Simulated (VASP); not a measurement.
```xyz
2
Lattice="1.7800 -3.0831 0.0000 1.7800 3.0831 0.0000 0.0000 0.0000 5.5651" Properties=species:S:1:pos:R:3 pbc="T T T"
Tb     1.7800     1.0277     1.3913
Tb     1.7800    -1.0277     4.1738
```

Calculation: PBEsol GGA with spin-orbit coupling, VASP's PBE PAW potentials (set 64) (plane waves; VASP). Run with 400 eV cut-off, 11×11×6 Γ-centred mesh, Gaussian smearing of 0.050 eV, potentials Tb_3.

The 4f electrons are frozen in the core of the lanthanide potential, so 4f levels, which can set the real gap, and their magnetism are missing.

Q: What does the run give for the energy per atom (σ→0), band gap (over mesh and band path) with the smallest direct gap where there is one?

A: 
```yaml
band gap (over mesh and band path): none (metal, semimetal or under 0.01 eV)
energy per atom (σ→0): -5.274 eV/atom
```

The compound is Tb in the hcp structure. It was relaxed first.
